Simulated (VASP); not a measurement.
Data:

```
CELL_PARAMETERS angstrom
      0.00000     3.26200     3.26200
      3.26200     0.00000     3.26200
      3.26200     3.26200     0.00000
ATOMIC_POSITIONS crystal
  Mg 0.25000 0.25000 0.25000
  Mg 0.75000 0.75000 0.75000
  Si 0.00000 0.00000 0.00000
```

These are vdW-DF2, VASP's PBE PAW potentials (set 64) (plane waves; VASP) values and carry that method's errors. Settings: 520 eV cut-off, 6×6×6 Γ-centred mesh, Gaussian smearing of 0.050 eV, potentials Mg Si.

Question: Predict the energy per atom (σ→0), pressure, band gap (on the k-mesh) with the smallest direct gap where there is one.

Answer: 
```
Item                                          Value
-----------------------------------  --------------
band gap (on the k-mesh)                    0.23 eV
smallest direct gap (on the k-mesh)         1.46 eV
energy per atom (σ→0)                -1.215 eV/atom
pressure                                  -2.59 GPa
```

Only differences to runs with the same potentials and settings are physical.

The compound is Mg2Si in the antifluorite structure. This cell is one point of a volume scan, at 1.06 of the reference volume.
